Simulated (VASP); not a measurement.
The system is TaSbSe.

```
CELL_PARAMETERS angstrom
3.62961 0.00000 0.00000
0.00000 3.62961 0.00000
0.00000 0.00000 5.63455
ATOMIC_POSITIONS crystal
Ta 0.00000 0.00000 0.00000
Sb 0.00000 0.00000 0.50000
Se 0.50000 0.50000 0.00000
```

The cell was built by a generator and needn't be a form met in nature.

| Item | Value |
| --- | --- |
| Program | VASP 6.6.1 |
| Task | relaxation of cell and atoms |
| Functional | AM05 |
| Potentials or basis | VASP PAW PBE potentials, release 64 (Ta_pv, Sb, Se) |
| Cutoff | 600 eV |
| k mesh | 7 × 7 × 5 |
| Occupations | fermi-dirac, width 0.05 eV |
| Spin | no spin polarisation |

At the start: pressure -3.9 GPa; volume 24.74 Å³/atom.

Task: Where does the relaxation end?

Result: Over 5 steps the energy falls by 13.0 meV/atom and the volume is 23.75 Å³/atom (-4.0 %); space group P4/mmm (No. 123, to 0.05 Å).

The path:
```tsv
step	energy change (eV)	largest force (eV/Å)	pressure (GPa)	volume (Å³)
1	0.0000	0.0000	-3.92	74.23
2	0.0155	0.0000	5.51	67.91
3	-0.0390	0.0000	-0.03	71.23
4	-0.0390	0.0000	0.05	71.17
5	-0.0390	0.0000	-0.04	71.24
```

Final structure:
```
CELL_PARAMETERS angstrom
3.57576 0.00000 0.00000
0.00000 3.57576 0.00000
0.00000 0.00000 5.57175
ATOMIC_POSITIONS crystal
Ta 0.00000 0.00000 0.00000
Sb 0.00000 0.00000 0.50000
Se 0.50000 0.50000 0.00000
```

Caveat: the PAW data sets were made with another functional, which shifts forces and pressure a little.
